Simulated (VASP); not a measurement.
```
CELL_PARAMETERS angstrom
      0.00000     2.94745     2.94745
      2.94745     0.00000     2.94745
      2.94745     2.94745     0.00000
ATOMIC_POSITIONS crystal
  Pb 0.00000 0.00000 0.00000
  F  0.25000 0.25000 0.25000
  F  0.75000 0.75000 0.75000
```

Computed with PBEsol GGA, VASP's PBE PAW potentials (set 64) (plane waves; VASP). Settings: 600 eV cut-off, 6×6×6 Γ-centred mesh, Gaussian smearing of 0.050 eV, potentials Pb_d F.

Energy and stress use the plane-wave basis of the starting cell.

Problem. The ions, cell shape and volume at an external pressure of 15.0 GPa are relaxed. What does this cell relax into?

Solution. 
```
CELL_PARAMETERS angstrom
      0.00000     2.81268     2.81268
      2.81268     0.00000     2.81268
      2.81268     2.81268     0.00000
ATOMIC_POSITIONS crystal
  Pb 0.00000 0.00000 0.00000
  F  0.25000 0.25000 0.25000
  F  0.75000 0.75000 0.75000
```
Space group Fm-3m (225), at a tolerance of 0.03 Å.

Problem. How do energy and volume change from the first to the last step?

Solution. The energy (σ→0) changes by +90.6 meV/atom and the volume by -13.1 %, in 6 ionic steps.

The compound is PbF2 in the fluorite structure, the β form. This run relaxes it under an external pressure of 15 GPa. Symmetry was kept, so distortions that lower it aren't found.
